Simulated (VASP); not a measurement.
Input:

```yaml
crystal:
  lattice:
    - [0.00000, 2.57000, 2.57000]
    - [2.57000, 0.00000, 2.57000]
    - [2.57000, 2.57000, 0.00000]
  atoms:
    - { symbol: Li, position: [0.00000, 0.00000, 0.00000] }
    - { symbol: Cl, position: [0.50000, 0.50000, 0.50000] }
```

Calculation: eigenvalue-self-consistent GW0 on PBE orbitals, VASP's PBE PAW potentials (set 64) (plane waves; VASP). Run with PREC = Normal, 500 eV cut-off, 4×4×4 Γ-centred mesh, Gaussian smearing of 0.010 eV, potentials Li_sv_GW Cl_GW.

The mesh is coarse and the basis finite, so the quasiparticle values are not converged.

NBANDS = 160, ENCUTGW = 200 eV, NOMEGA = 64, 4 updates of the levels in G. The PBE levels (eV) are:

```json
[
 {"state": "k1 (0.00, 0.00, 0.00), band 2", "KS energy": "-13.32", "filling": "2"},
 {"state": "k1 (0.00, 0.00, 0.00), band 3", "KS energy": "0.06", "filling": "2"},
 {"state": "k1 (0.00, 0.00, 0.00), band 4", "KS energy": "0.06", "filling": "2"},
 {"state": "k1 (0.00, 0.00, 0.00), band 5", "KS energy": "0.06", "filling": "2"},
 {"state": "k1 (0.00, 0.00, 0.00), band 6", "KS energy": "6.35", "filling": "0"},
 {"state": "k1 (0.00, 0.00, 0.00), band 7", "KS energy": "11.85", "filling": "0"},
 {"state": "k1 (0.00, 0.00, 0.00), band 8", "KS energy": "11.85", "filling": "0"},
 {"state": "k1 (0.00, 0.00, 0.00), band 9", "KS energy": "11.85", "filling": "0"},
 {"state": "k2 (0.25, 0.00, 0.00), band 2", "KS energy": "-13.05", "filling": "2"},
 {"state": "k2 (0.25, 0.00, 0.00), band 3", "KS energy": "-1.51", "filling": "2"},
 {"state": "k2 (0.25, 0.00, 0.00), band 4", "KS energy": "-0.07", "filling": "2"},
 {"state": "k2 (0.25, 0.00, 0.00), band 5", "KS energy": "-0.07", "filling": "2"},
 {"state": "k2 (0.25, 0.00, 0.00), band 6", "KS energy": "7.25", "filling": "0"},
 {"state": "k2 (0.25, 0.00, 0.00), band 7", "KS energy": "10.66", "filling": "0"},
 {"state": "k2 (0.25, 0.00, 0.00), band 8", "KS energy": "10.66", "filling": "0"},
 {"state": "k2 (0.25, 0.00, 0.00), band 9", "KS energy": "10.96", "filling": "0"}
]
```

### Question
Give the quasiparticle energies and renormalisation factors Z.

### Answer

```csv
state,QP energy (eV),Z
"k1 (0.00, 0.00, 0.00), band 2",-15.43,0.77
"k1 (0.00, 0.00, 0.00), band 3",-2.12,0.80
"k1 (0.00, 0.00, 0.00), band 4",-2.12,0.80
"k1 (0.00, 0.00, 0.00), band 5",-2.12,0.80
"k1 (0.00, 0.00, 0.00), band 6",7.21,0.84
"k1 (0.00, 0.00, 0.00), band 7",13.16,0.82
"k1 (0.00, 0.00, 0.00), band 8",13.16,0.82
"k1 (0.00, 0.00, 0.00), band 9",13.16,0.82
"k2 (0.25, 0.00, 0.00), band 2",-15.09,0.75
"k2 (0.25, 0.00, 0.00), band 3",-3.91,0.79
"k2 (0.25, 0.00, 0.00), band 4",-2.28,0.80
"k2 (0.25, 0.00, 0.00), band 5",-2.28,0.80
"k2 (0.25, 0.00, 0.00), band 6",8.18,0.84
"k2 (0.25, 0.00, 0.00), band 7",11.98,0.83
"k2 (0.25, 0.00, 0.00), band 8",11.98,0.83
"k2 (0.25, 0.00, 0.00), band 9",12.13,0.82
```
On the mesh the gap opens from 6.29 to 9.33 eV.

The compound is LiCl in the rock salt structure. The cell was not relaxed at this level. The k-mesh is coarse (spacing up to 0.53 per Å, 2π included), so the numbers may not be converged in it.
